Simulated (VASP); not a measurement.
Given:

```
PbS
1.0
    0.00000     3.27074     3.27074
    3.27074     0.00000     3.27074
    3.27074     3.27074     0.00000
Pb S
1 1
Cartesian
  0.00000   0.00000   0.00000
  1.63537   1.63537   1.63537
```

These are PBEsol GGA, VASP's PBE PAW potentials (set 64) (plane waves; VASP 6.6.1) values and carry that method's errors. Numerical set-up: 500 eV cut-off, 7×7×7 Γ-centred mesh, Gaussian smearing of 0.050 eV, potentials Pb_d S.

Estimate the energy per atom (σ→0).

The energy per atom (σ→0) is -430.9 kJ/mol of atoms.

The absolute energy has meaning only against runs of the same code, potentials and settings.

The structure was generated: PbS was put into the zinc blende type (F-43m), which need not be its known phase. It was relaxed first, which changed the volume by +44 %.
